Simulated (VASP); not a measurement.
A cell of Mg (hcp) near equilibrium:

```xyz
2
Lattice="1.6052 -2.7803 0.0000 1.6052 2.7803 0.0000 0.0000 0.0000 5.1135" Properties=species:S:1:pos:R:3 pbc="T T T"
Mg     1.6052     0.9268     1.2784
Mg     1.6052    -0.9268     3.8352
```

These are PBE GGA, VASP's PBE PAW potentials (set 64) (plane waves; VASP) values and carry that method's errors.

```json
[
 {"run": "as it is", "ΔE (meV/atom)": "0.0", "σxx": "0.03", "σyy": "0.03", "σzz": "0.06", "largest shear component, with its sign (GPa)": "0.00", "largest force (eV/Å)": "0.000"},
 {"run": "after one change", "ΔE (meV/atom)": "12.8", "σxx": "3.10", "σyy": "3.10", "σzz": "1.52", "largest shear component, with its sign (GPa)": "0.00", "largest force (eV/Å)": "0.000"}
]
```
Stress is in GPa, positive when the cell is compressed.

Question: Which change was made?
A. atom 1 (Mg) moved by 0.025 Å along z
B. atom 1 (Mg) moved by 0.050 Å along y
C. uniaxial strain of -4.0 % along z
D. biaxial strain of -3.0 % in the xy plane

Answer: D, biaxial strain of -3.0 % in the xy plane

The compound is Mg in the hcp structure.
